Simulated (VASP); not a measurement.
# CHBrClF: constrained molecular dynamics

CHBrClF, molecule in box, 5 atoms in the cell. PBE, constrained or biased molecular dynamics; PAW potentials F, C, Cl, Br, H (PBE set).

Held coordinates: R 2 3.

## Input

INCAR:
```
SYSTEM = HCBrClF
ALGO = Normal
EDIFF = 1E-5
ENCUT = 400
IBRION = 0
ISIF = 2
ISMEAR = 0
ISYM = 0
LBLUEOUT = .TRUE.
LCHARG = .FALSE.
LREAL = .FALSE.
LWAVE = .FALSE.
MDALGO = 2
NELMIN = 4
NSW = 40
POTIM = 1.0
PREC = Normal
RANDOM_SEED = 224422 0 0
SIGMA = 0.02
SMASS = 0
TEBEG = 300
```

KPOINTS:
```
k-points
0
Gamma
  1 1 1
```

ICONST:
```
R 2 3 0
R 2 5 7
A 3 2 5 7
M 2 3 5 7
P 2 3 2 5 7
W 2 3 2.1 9 14 7
cX 2 7
X 3 7
```

POSCAR:
```
HCBrClF
1.0
    9.0000000000      0.0000000000      0.0000000000
    0.0000000000      8.5000000000      0.0000000000
    0.0000000000      0.0000000000      8.5000000000
F C Cl Br H
1 1 1 1 1
Direct
    0.4444333300      0.5157176400      0.6460411800
    0.5020444500      0.5082941200      0.5009823600
    0.6516555500      0.3762823600      0.4985235300
    0.3483444500      0.4477294100      0.3539588200
    0.5417333300      0.6237176400      0.4654294000
```

Commands:
```
cat potpaw_PBE.64/F/POTCAR potpaw_PBE.64/C/POTCAR potpaw_PBE.64/Cl/POTCAR potpaw_PBE.64/Br/POTCAR potpaw_PBE.64/H/POTCAR > POTCAR
mpirun -np 1 vasp_gam > vasp.out
```

## Result

- Mean force dA/dxi (eV per unit): 0.18

The thermostat is set to 300 K; the run averages 312 K.

The constraints are off by 4.9e-06 at most, with SHAKETOL = 1e-05.

ICONST:
```
R 2 3 0
R 2 5 7
A 3 2 5 7
M 2 3 5 7
P 2 3 2 5 7
W 2 3 2.1 9 14 7
cX 2 7
X 3 7
```

REPORT:
```
MDALGO =   2
               SCALING =       0
                 CNEXP =     9.000   14.000
           EQUI_REGIME =      0
          SHAKEMAXITER =      1000
              SHAKETOL =   0.100000E-04
          SHAKETOLSOFT =   0.100000E-04
              SHAKESCA =    2.00000000
           RANDOM_SEED =            224422                0                0

   original number of atomic DOF:         12
   number of independent constraints:      1
   number of active DOF:                  11

========================================
         MD step No.       1
========================================

  Atomic velocities initialized by STEP_tb

  >Monit_coord
   mc> R          1.08696
   mc> A          1.89869
   mc> M          0.86989
   mc> P          1.61266
   mc> W          0.87287
   mc> cX         4.51840
   mc> X          0.65166

  SHAKE converged in   11 steps

  >Const_coord
   cc> R    1.75289   1.75288 -0.297892E-05

  >Blue_moon
        lambda        |z|^(-1/2)    GkT           |z|^(-1/2)*(lambda+GkT)
   b_m>  0.283364E+01  0.299526E+01  0.143853E-13  0.848747E+01

  >Energies
                    E_tot             E_pot             E_kin               EPS                ES
[... 57 lines left out ...]
   mc> M          0.86745
   mc> P          1.62371
   mc> W          0.87287
   mc> cX         4.54736
   mc> X          0.64425

  SHAKE converged in    6 steps

  >Const_coord
   cc> R    1.75289   1.75288 -0.292068E-05

  >Blue_moon
        lambda        |z|^(-1/2)    GkT           |z|^(-1/2)*(lambda+GkT)
   b_m>  0.841894E-01  0.299526E+01  0.227758E-13  0.252169E+00

  >Energies
                    E_tot             E_pot             E_kin               EPS                ES
   e_b>   -0.20179121E+02   -0.20293438E+02    0.16583843E+00    0.30789854E-02   -0.54592554E-01

  >Temperature
               T_sim     T_inst
   tmprt>    300.000    349.902

  >Thermostat:
           s(n+1) sdot(n+1)      s(n)   sdot(n)        Qs
   s_b>  -0.17565   0.01699  -0.19197   0.01565   0.00300

           RANDOM_SEED =            224422               30                0
```

Limits: the run is only 0.04 ps long, so its averages are rough.

VASP 6.6.1 took 240 s on 1 core (Intel Xeon Platinum 8488C (Sapphire Rapids)), a shared host.
